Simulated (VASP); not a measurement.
Given:

```xyz
2
Lattice="-2.9237 2.9237 1.5877 2.9237 -2.9237 1.5877 2.9237 2.9237 -1.5877" Properties=species:S:1:pos:R:3 pbc="T T T"
Sn     2.9237     0.0000     0.7939
Sn     0.0000     0.0000     0.0000
```

All values below come from PBE GGA with D3 dispersion (Becke-Johnson damping), VASP's PBE PAW potentials (set 64) (plane waves; VASP). Numerical set-up: 520 eV cut-off, Gaussian smearing of 0.050 eV, potentials Sn_d.

Unless said otherwise, spin-orbit coupling is left out, though it shifts the bands of the heavy elements here.

Problem. Predict the band gap (along the path) with the smallest direct gap where there is one.

Solution. 
```json
{
 "band gap (along the path)": "none (metal, semimetal or under 0.01 eV)"
}
```

The compound is Sn in the beta structure. It was relaxed first.
